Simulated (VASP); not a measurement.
A convergence study with VASP on HfO2 (fluorite): one setting is varied, all else stays as given below, so the limit is that of these other settings. Each run relaxes cell and ions from the cell shown. The basis is that of the starting cell, so low cut-offs carry a Pulay error.

```yaml
crystal:
  lattice:
    - [0.00000, 2.54000, 2.54000]
    - [2.54000, 0.00000, 2.54000]
    - [2.54000, 2.54000, 0.00000]
  atoms:
    - { symbol: Hf, position: [0.00000, 0.00000, 0.00000] }
    - { symbol: O, position: [0.25000, 0.25000, 0.25000] }
    - { symbol: O, position: [0.75000, 0.75000, 0.75000] }
```

Level of theory: PBE GGA, VASP's PBE PAW potentials (set 64) (plane waves; VASP 6.6.1). The tightest run used: 800 eV cut-off, 6×6×6 Γ-centred mesh, Gaussian smearing of 0.050 eV, potentials Hf_pv O.

Gaps are read on the run's mesh, which can miss a band edge.

```
setting      relaxed volume (Å³/atom)  E (eV/atom)  gap on the mesh (eV)  plane waves
-----------  ------------------------  -----------  --------------------  -----------
ENCUT = 250                     9.030     -11.0215                 4.328          304
ENCUT = 300                     9.788     -10.3848                 4.172          397
ENCUT = 350                    10.315     -10.1499                 3.948          531
ENCUT = 400                    10.658     -10.1002                 3.861          609
```

These are the cheaper rows. Estimate the results at ENCUT = 800, and how far the last row shown lies from them.

| quantity | tightest run | last row shown is off by |
|---|---|---|
| relaxed volume (Å³/atom) | 10.873 | -0.215 |
| E (eV/atom) | -10.0881 | -0.0121 |
| gap on the mesh (eV) | 3.802 | 0.058 |

Left out are rungs that failed or repeat a setting and relaxations that didn't move; long series are thinned to 24 rows.

The compound is HfO2 in the fluorite structure, the high-temperature cubic form, which is unstable at 0 K; the monoclinic form is the stable one.
